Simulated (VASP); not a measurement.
# SrPb: accuracy against cost in the k-mesh and PAW data sets, part 2 of 2

A convergence test on SrPb: the k-mesh and PAW data sets. The atoms are off their equilibrium sites, so that forces can be compared too. The series runs use r2SCAN. The atoms of the start are displaced at random from the sites of a Cmcm cell.

VASP 6.6.1, plane waves and PAW; the level of theory is named at each step.

So far. Step 6 (K-mesh: 7 7 7): Against the run before the energy moves by +0.76 meV an atom and the pressure by -0.01 GPa, after 14 cycles in 4 min.

## 7. K-mesh: 9 9 9

Level of this step: r2SCAN; plane waves and PAW (Sr_sv, Pb_d) (VASP).

Input file INCAR:

```
SYSTEM = SrPb
PREC = Accurate
ENCUT = 400
EDIFF = 1E-06
NELM = 100
ISMEAR = -1
SIGMA = 0.05
LREAL = .FALSE.
ALGO = Normal
METAGGA = R2SCAN
LASPH = .TRUE.
NBANDS = 30
LORBIT = 11
LWAVE = .FALSE.
LCHARG = .FALSE.
KPAR = 4
ISIF = 2
```

Input file POSCAR:

```
SrPb
1.0
    2.5090000000     -6.1150000000      0.0000000000
    2.5090000000      6.1150000000      0.0000000000
    0.0000000000      0.0000000000      4.6480000000
Sr Pb
2 2
Direct
    0.8727280000      0.1379980000      0.2553450000
    0.1248610000      0.8625370000      0.7460980000
    0.5722230000      0.4126380000      0.2470140000
    0.4247640000      0.5808600000      0.7403430000
```

Input file KPOINTS:

```
Automatic mesh
0
Gamma
9 9 9
0 0 0
```

Potentials, in the order of the species: Sr_sv and Pb_d (PBE family, release 64).

The run is started by

```console
mpirun -np 4 vasp_std
```

Log:

```text
[... set-up lines as in an earlier step ...]
 entering main loop
       N       E                     dE             d eps       ncg     rms          rms(c)
DAV:   1     0.344775289282E+03    0.34478E+03   -0.20486E+04 21900   0.140E+03
DAV:   2    -0.110934349927E+03   -0.45571E+03   -0.44242E+03 22620   0.418E+02
DAV:   3    -0.156066557166E+03   -0.45132E+02   -0.43978E+02 32796   0.147E+02
DAV:   4    -0.159283660311E+03   -0.32171E+01   -0.31698E+01 32084   0.362E+01
[...]
DAV:  12    -0.145599158293E+03   -0.49672E-04   -0.96216E-05 31690   0.675E-02    0.316E-02
DAV:  13    -0.145599165403E+03   -0.71105E-05   -0.17831E-05 24336   0.361E-02    0.917E-03
DAV:  14    -0.145599166289E+03   -0.88607E-06   -0.30568E-06 21874   0.187E-02
   1 F= -.14559917E+03 E0= -.14559365E+03  d E =-.110327E-01
```

Run time: 8.2 min. Hardware: 4 MPI ranks of Intel Xeon 6975P-C (Granite Rapids), shared host; peak memory 3.8 GiB; 33 min of CPU time.

From OUTCAR (step 7):

```text
  Total        1.2132525      1.0079851      1.2709507     -0.1409233      0.1259423      0.0181241
  in kB       13.6291423     11.3232599     14.2772991     -1.5830700      1.4147799      0.2035979
  external PRESSURE =      13.0765671 kB  Pullay stress =       0.0000000 kB

 POSITION                                       TOTAL-FORCE (eV/Angst)
 -----------------------------------------------------------------------------------
      2.53591     -4.49287      1.18684        -0.083753      0.121695     -0.165237
      2.47738      4.51089      3.46786         0.032186     -0.185857      0.037744
      2.47102     -0.97586      1.14812         0.033471     -0.580645     -0.130201
      2.52311      0.95453      3.44111         0.018096      0.644808      0.257695
 -----------------------------------------------------------------------------------
    total drift:                               -0.000358      0.000629     -0.000065

  FREE ENERGIE OF THE ION-ELECTRON SYSTEM (eV)
  ---------------------------------------------------
  free  energy   TOTEN  =      -145.5991662892 eV

  energy  without entropy=     -145.5881336284  energy(sigma->0) =     -145.59364996

[... 1 part as in an earlier step ...]

[... 2 further parts left out ...]
[key lines of the parts left out:]
E-fermi :   4.6465
```

Against the run before the energy moves by +0.82 meV an atom and the pressure by -0.01 GPa, after 14 cycles in 8.2 min.

## 8. The k-mesh series as a table

This step: convergence of r2SCAN results with the mesh; plane waves and PAW (VASP 6.6.1).

No new run; the numbers come from the runs before.

Differences are taken from the run with 9 9 9. Results of the series, by row:

| setting | status | energy less the reference (meV/atom) | pressure (GPa) | largest force difference (meV/Å) | SCF cycles | wall time (s) |
| --- | --- | --- | --- | --- | --- | --- |
| 2 2 2 | converged | 59.39 | 1.573 | 374 | 14 | 19.2 |
| 3 3 3 | converged | 12.5 | 1.52 | 53.22 | 15 | 42 |
| 4 4 4 | converged | 7.072 | 1.514 | 174.2 | 14 | 78 |
| 6 6 6 | converged | -1.575 | 1.328 | 28.74 | 14 | 193.1 |
| 7 7 7 | converged | -0.8192 | 1.321 | 25.5 | 14 | 237 |
| 9 9 9 | converged | 0 | 1.308 | 0 | 14 | 493.1 |

## 9. PAW data sets: minimal 64: Sr sv Pb

This step: r2SCAN; plane waves and PAW (Sr_sv, Pb) (VASP 6.6.1).

Data sets differ in which electrons are valence and how hard the partial waves are.

Changes to INCAR since step 7:

```diff
@@ -11,3 +11,3 @@
 LASPH = .TRUE.
-NBANDS = 30
+NBANDS = 20
 LORBIT = 11
```

POSCAR is that of step 7.

Input file KPOINTS:

```
Automatic mesh
0
Gamma
4 4 4
0 0 0
```

Potentials, in the order of the species: Sr_sv and Pb (PBE family, release 64).

The run is started by

```console
mpirun -np 4 vasp_std
```

Log:

```text
[... set-up lines as in an earlier step ...]
 entering main loop
       N       E                     dE             d eps       ncg     rms          rms(c)
DAV:   1     0.110670502682E+02    0.11067E+02   -0.11210E+04  1440   0.101E+03
DAV:   2    -0.137122884907E+03   -0.14819E+03   -0.14499E+03  1720   0.241E+02
DAV:   3    -0.151662804590E+03   -0.14540E+02   -0.14410E+02  2476   0.554E+01
DAV:   4    -0.152608357126E+03   -0.94555E+00   -0.93767E+00  2164   0.129E+01
DAV:   5    -0.152638433099E+03   -0.30076E-01   -0.30066E-01  2164   0.195E+00    0.189E+01
DAV:   6    -0.145496192342E+03    0.71422E+01   -0.59115E+00  2364   0.932E+00    0.107E+01
DAV:   7    -0.145478342437E+03    0.17850E-01   -0.67419E-01  1804   0.429E+00    0.403E+00
DAV:   8    -0.145505080814E+03   -0.26738E-01   -0.11328E-01  2012   0.203E+00    0.918E-01
DAV:   9    -0.145503973128E+03    0.11077E-02   -0.22440E-02  2068   0.547E-01    0.250E-01
DAV:  10    -0.145504445790E+03   -0.47266E-03   -0.16788E-03  1792   0.204E-01    0.971E-02
DAV:  11    -0.145504577852E+03   -0.13206E-03   -0.18242E-04  2064   0.713E-02    0.420E-02
DAV:  12    -0.145504609493E+03   -0.31641E-04   -0.10222E-04  1760   0.541E-02    0.123E-02
DAV:  13    -0.145504613078E+03   -0.35850E-05   -0.97077E-06  1488   0.162E-02    0.529E-03
DAV:  14    -0.145504613853E+03   -0.77504E-06   -0.16780E-06  1544   0.839E-03
   1 F= -.14550461E+03 E0= -.14549898E+03  d E =-.112589E-01
```

Run time: 48 s. Hardware: 4 MPI ranks; peak memory 1.1 GiB; 3.1 min of CPU time.

OUTCAR, selected parts (step 9):

```text
   k-points           NKPTS =     36   k-points in BZ     NKDIM =     36   number of bands    NBANDS=     20

   NELECT =      28.0000    total number of electrons

 E-fermi :   3.6535

 k-point     1 :       0.0000    0.0000    0.0000
  band No.  band energies     occupation
    ...
     10      -3.6471      2.00000
     11       1.3873      2.00000
     12       2.1159      2.00000
     13       2.4046      2.00000
     14       3.7059      0.51952
     15       4.4057      0.00000
     16       4.7666      0.00000
     17       5.7563      0.00000
     18       5.9687      0.00000
     19       6.8118      0.00000
    ...

  Total        1.1543559      0.8025290      2.5303418     -0.1435908      0.1200345      0.0173456
  in kB       12.9675242      9.0152566     28.4247424     -1.6130357      1.3484146      0.1948531
  external PRESSURE =      16.8025077 kB  Pullay stress =       0.0000000 kB

 POSITION                                       TOTAL-FORCE (eV/Angst)
 -----------------------------------------------------------------------------------
      2.53591     -4.49287      1.18684        -0.085997      0.075142     -0.163521
      2.47738      4.51089      3.46786         0.036232     -0.140722      0.034662
      2.47102     -0.97586      1.14812         0.034109     -0.398701     -0.131200
      2.52311      0.95453      3.44111         0.015655      0.464281      0.260059
 -----------------------------------------------------------------------------------
    total drift:                               -0.000001      0.000408      0.000009

  FREE ENERGIE OF THE ION-ELECTRON SYSTEM (eV)
  ---------------------------------------------------
  free  energy   TOTEN  =      -145.5046138529 eV

  energy  without entropy=     -145.4933549377  energy(sigma->0) =     -145.49898440

[... 6 parts as in an earlier step ...]

[... 10 further parts left out ...]
```

The k-mesh is coarse for a metal. The data set Pb keeps the semicore shell frozen, which is cheaper and a little less accurate.

Numbers from this step:

| Item | Value |
| --- | --- |
| electrons | 28 |
| bands | 20 |
| irreducible k points | 36 |
| free energy (TOTEN) | -145.5046 eV |
| energy at zero smearing | -145.4990 eV |
| Fermi energy | 3.654 eV |
| pressure | 1.680 GPa |

The series starts at -36.3747 eV an atom and 1.68 GPa, after 14 cycles in 48 s.

## 10. PAW data sets: recommended 64: Sr sv Pb d

This step: r2SCAN; plane waves and PAW (Sr_sv, Pb_d) (VASP 6.6.1).

Changes to INCAR since step 9:

```diff
@@ -11,3 +11,3 @@
 LASPH = .TRUE.
-NBANDS = 20
+NBANDS = 30
 LORBIT = 11
```

POSCAR is that of step 9.

KPOINTS is that of step 9.

Potentials, in the order of the species: Sr_sv and Pb_d (PBE family, release 64).

The run is started by

```console
mpirun -np 4 vasp_std
```

Log:

```text
[... set-up lines as in an earlier step ...]
 entering main loop
       N       E                     dE             d eps       ncg     rms          rms(c)
[... 14 cycles as in an earlier step ...]
   1 F= -.14557096E+03 E0= -.14556536E+03  d E =-.111881E-01
```

Run time: 72 s. Hardware: 4 MPI ranks; peak memory 1.2 GiB.

OUTCAR, selected parts (step 10):

```text
[... 6 parts as in an earlier step ...]

[... 1 further part left out ...]
[key lines of the parts left out:]
E-fermi :   4.6198
```

With 48 valence electrons the pressure is 1.51 GPa, -0.17 GPa from the first of the series, after 14 cycles in 72 s.

## 11. PAW data sets: recommended 54: Sr sv Pb d

INCAR is that of step 10.

POSCAR is that of step 10.

KPOINTS is that of step 10.

Potentials, in the order of the species: Sr_sv and Pb_d (PBE family, release 54).

The run is started by

```console
mpirun -np 4 vasp_std
```

Log:

```text
[... set-up lines as in an earlier step ...]
 entering main loop
       N       E                     dE             d eps       ncg     rms          rms(c)
[... 14 cycles as in an earlier step ...]
   1 F= -.14557096E+03 E0= -.14556536E+03  d E =-.111881E-01
```

Wall time 67 s (4 MPI ranks); peak memory 1.2 GiB.

Parts of OUTCAR (step 11):

```text
[... 6 parts as in an earlier step ...]

[... 1 further part left out ...]
[key lines of the parts left out:]
E-fermi :   4.6198
```

With 48 valence electrons the pressure is 1.51 GPa, -0.17 GPa from the first of the series, after 14 cycles in 67 s.

## 12. PAW data sets: GW 64: Sr sv GW Pb d GW

This step: r2SCAN; plane waves and PAW (Sr_sv_GW, Pb_d_GW) (VASP 6.6.1).

Changes to INCAR since step 11:

```diff
@@ -11,3 +11,3 @@
 LASPH = .TRUE.
-NBANDS = 30
+NBANDS = 32
 LORBIT = 11
```

POSCAR is that of step 11.

KPOINTS is that of step 11.

Potentials, in the order of the species: Sr_sv_GW and Pb_d_GW (PBE family, release 64).

The run is started by

```console
mpirun -np 4 vasp_std
```

Log:

```text
[... set-up lines as in an earlier step ...]
 entering main loop
       N       E                     dE             d eps       ncg     rms          rms(c)
DAV:   1     0.396827097515E+03    0.39683E+03   -0.27123E+04  3568   0.183E+03
DAV:   2    -0.121454787826E+03   -0.51828E+03   -0.49795E+03  3464   0.578E+02
DAV:   3    -0.172619337967E+03   -0.51165E+02   -0.50708E+02  4008   0.183E+02
DAV:   4    -0.173467612065E+03   -0.84827E+00   -0.84750E+00  3288   0.268E+01
[...]
DAV:  13    -0.154513107713E+03   -0.27504E-05   -0.37610E-05  3680   0.103E-01    0.513E-02
DAV:  14    -0.154513110174E+03   -0.24617E-05   -0.94556E-06  3368   0.223E-02    0.377E-03
DAV:  15    -0.154513109702E+03    0.47263E-06   -0.28272E-06  2376   0.257E-02
   1 F= -.15451311E+03 E0= -.15450752E+03  d E =-.111745E-01
```

It took 72 s on 4 MPI ranks; peak memory 1.3 GiB.

From OUTCAR (step 12):

```text
  Total        0.6381717      0.2850150      2.0493114     -0.1370606      0.1198640      0.0172182
  in kB        7.1689389      3.2017328     23.0210593     -1.5396778      1.3464993      0.1934215
  external PRESSURE =      11.1305770 kB  Pullay stress =       0.0000000 kB

 POSITION                                       TOTAL-FORCE (eV/Angst)
 -----------------------------------------------------------------------------------
      2.53591     -4.49287      1.18684        -0.085063      0.051097     -0.161701
      2.47738      4.51089      3.46786         0.035874     -0.116187      0.033313
      2.47102     -0.97586      1.14812         0.032301     -0.405910     -0.129806
      2.52311      0.95453      3.44111         0.016888      0.471000      0.258193
 -----------------------------------------------------------------------------------
    total drift:                               -0.000417      0.000634     -0.000621

  FREE ENERGIE OF THE ION-ELECTRON SYSTEM (eV)
  ---------------------------------------------------
  free  energy   TOTEN  =      -154.5131097018 eV

  energy  without entropy=     -154.5019352453  energy(sigma->0) =     -154.50752247

[... 1 part as in an earlier step ...]

[... 2 further parts left out ...]
[key lines of the parts left out:]
E-fermi :   3.8596
```

With 52 valence electrons the pressure is 1.11 GPa, -0.57 GPa from the first of the series, after 15 cycles in 72 s.

## 13. The PAW data sets series as a table

This step: convergence of r2SCAN results with the datasets; plane waves and PAW (VASP 6.6.1).

This step runs nothing: it gathers the runs above.

Differences are taken from the run with recommended 64: Sr_sv Pb_d. Results of the series, by row:

| setting | status | pressure (GPa) | largest force difference (meV/Å) | SCF cycles | wall time (s) |
| --- | --- | --- | --- | --- | --- |
| minimal 64: Sr_sv Pb, 400 eV | converged | 1.68 | 16.48 | 14 | 48 |
| recommended 64: Sr_sv Pb_d, 400 eV | converged | 1.514 | 0 | 14 | 72 |
| recommended 54: Sr_sv Pb_d, 400 eV | converged | 1.514 | 0 | 14 | 67 |
| gw 64: Sr_sv_GW Pb_d_GW, 400 eV | converged | 1.113 | 8.053 | 15 | 72 |

## 14. Results

| Item | Value |
| --- | --- |
| k-mesh from which the energy stays within 10 meV/atom of the reference | 4 4 4 |
| k-mesh from which the energy stays within 1 meV/atom of the reference | 7 7 7 |
| k-mesh from which the pressure stays within 0.2 GPa of the reference | 6 6 6 |
| spread of the pressure over the k-mesh | 0.265 GPa |
| spread of the energy over the k-mesh | 61.0 meV/atom |
| spread of the pressure over the PAW data sets | 0.567 GPa |

What this shows: From 7 7 7 on, the energy stays within 1 meV an atom of the reference, at 48 % of its time. The pressure holds within 0.2 GPa from 6 6 6 on. The energy swings above and below the reference, since the sum over k-points is not variational. A metal's Fermi surface slows this convergence. The choice of data set moves the pressure between 1.11 GPa (gw 64: Sr_sv_GW Pb_d_GW) and 1.68 GPa (minimal 64: Sr_sv Pb); all ran at 400 eV. Differences are taken from the run with 9 9 9, which is itself not the exact limit. Data sets differ in their zero of energy, so energies are not compared. The run at 2 2 2 is over 30 meV an atom or 2 GPa off and describes the material poorly.

[Lines on the potential files, build, host, timing and source positions are cut from VASP's logs without a mark.]

[Logs are printed without paths, hosts, clocks, repeated set-up lines and the standing remarks that a program may print on its own settings, such as how far it seeks lower states.]

[Hosts, paths, dates, database ids (printed as entryN), source tags and the programs' standing remarks are cut or masked in the printed files.]

[A measured line is paired with the nearest computed mode of its activity, which favours agreement.]
